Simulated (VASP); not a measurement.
Data:

```yaml
crystal:
  lattice:
    - [0.00000, 2.95050, 2.95050]
    - [2.95050, 0.00000, 2.95050]
    - [2.95050, 2.95050, 0.00000]
  atoms:
    - { symbol: Pb, position: [0.00000, 0.00000, 0.00000] }
    - { symbol: F, position: [0.25000, 0.25000, 0.25000] }
    - { symbol: F, position: [0.75000, 0.75000, 0.75000] }
```

The numbers are results of SCAN meta-GGA, VASP's PBE PAW potentials (set 64) (plane waves; VASP), not measurements. Run with 520 eV cut-off, 7×7×7 Γ-centred mesh, tetrahedra with Blöchl corrections, potentials Pb_d F.

Unless said otherwise, spin-orbit coupling is left out, though it shifts the bands of the heavy elements here.

### Question
Give the energies of bands 8 to 17 at the high-symmetry points, in eV from the valence-band maximum.

### Answer

```csv
band,Γ,X,U,L,W
8,-4.67,-6.60,-6.52,-6.07,-6.55
9,-2.64,-3.74,-3.67,-3.20,-3.91
10,-2.64,-3.74,-3.50,-2.85,-2.85
11,-2.64,-1.72,-2.23,-2.85,-2.85
12,-2.15,-1.71,-1.87,-2.31,-1.78
13,-2.15,-1.71,-1.73,-2.31,-1.65
14,-2.15,-0.15,-0.04,-0.05,0.00
15,7.12,4.80,5.71,5.30,6.47
16,7.12,8.32,7.02,8.07,6.47
17,7.12,8.32,8.31,8.07,7.80
```

The gap is indirect, 4.80 eV, from the valence maximum at W to the conduction minimum at X.

The compound is PbF2 in the fluorite structure, the β form. It was relaxed first.
